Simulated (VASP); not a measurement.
Here is the system:

```
WSi2
1.0
   -1.60736     1.60736     3.90103
    1.60736    -1.60736     3.90103
    1.60736     1.60736    -3.90103
Si W
2 1
Direct
  0.33499   0.33499   0.00000
  0.66501   0.66501   0.00000
  0.00000   0.00000   0.00000
```

Computed with PBE GGA, VASP's PBE PAW potentials (set 64) (plane waves; VASP). Numerical set-up: 300 eV cut-off, 10×10×10 Γ-centred mesh shifted by (0.5, 0.5, 0.5), Gaussian smearing of 0.27 eV, potentials Si W_sv.

At this cut-off the stress carries a Pulay error, which pulls relaxed volumes low.

Problem. Which forces act on the atoms, in eV/Å?

Solution. 
| atom | Fx | Fy | Fz |
|---|---|---|---|
| Si1 | 0.000 | 0.000 | -0.126 |
| Si2 | 0.000 | 0.000 | 0.126 |
| W3 | 0.000 | 0.000 | 0.000 |

Problem. Give the stress tensor in GPa (positive for a compressed cell).

Solution. 
```
2.98  0.00  0.00
0.00  2.98  0.00
0.00  0.00  5.21
```
The pressure is its mean diagonal, 3.72 GPa.

The structure comes from a computed database's Si2W entry; how it stands against other phases isn't given here. The cell was not relaxed at this level.
